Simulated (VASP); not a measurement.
An input for Ansatz (written as the equivalent of a VASP run, and not itself run):

Ansatz 0.2 input:
```yaml
crystal:
  lattice:
    - [0.0000000, 2.9236350, 2.9236350]
    - [2.9236350, 0.0000000, 2.9236350]
    - [2.9236350, 2.9236350, 0.0000000]
  atoms:
    - { symbol: Hg, position: [0.0000000, 0.0000000, 0.0000000] }
    - { symbol: S, position: [0.2500000, 0.2500000, 0.2500000] }
kpoints:
  mp_grid: { grid: [2, 2, 2] }
hamiltonian:
  xc: pbe
  pseudopotentials: { kind: paw }
scf:
  occupations: { method: fermi_dirac, width: 0.05 }
  max_iter: 100
output: { forces: true, stress: true, eigenvalues: true }
```

Task: Write the VASP files for the same calculation (PBE).

Result: Several could match; the one computed here: 
### INCAR
```
ALGO = Normal
EDIFF = 1E-6
ENCUT = 300
GGA = PE
ISIF = 2
ISMEAR = -1
LASPH = .TRUE.
LCHARG = .FALSE.
LMAXMIX = 6
LREAL = .FALSE.
LWAVE = .FALSE.
NELM = 100
PREC = Accurate
SIGMA = 0.05
SYSTEM = HgS
```

**KPOINTS**
```
Automatic mesh
0
Gamma
2 2 2
0 0 0
```

POSCAR:
```
HgS
2.9236350
  0.0000000000   1.0000000000   1.0000000000
  1.0000000000   0.0000000000   1.0000000000
  1.0000000000   1.0000000000   0.0000000000
Hg S
1 1
Cartesian
  0.0000000000   0.0000000000   0.0000000000
  0.5000000000   0.5000000000   0.5000000000
```

POTCAR, in this order: Hg S (PBE.64 set). Program: vasp_std.

What does not carry over: each code has its own PAW files, so the cut-off isn't converted (ENCUT is set for VASP's; basis.ecutwfc is left out, and Ansatz then takes the one that its files recommend); Ansatz stops its SCF on the density residual and VASP on the energy change (EDIFF).

The structure comes from a computed database's HgS entry; how it stands against other phases isn't given here. The cell was not relaxed at this level. The k-mesh is coarse (spacing up to 0.93 per Å, 2π included), so the numbers may not be converged in it. The run is one of a series of settings (KPOINTS 2×2×2 Γ-centred mesh against the base run), some of them coarse on purpose.
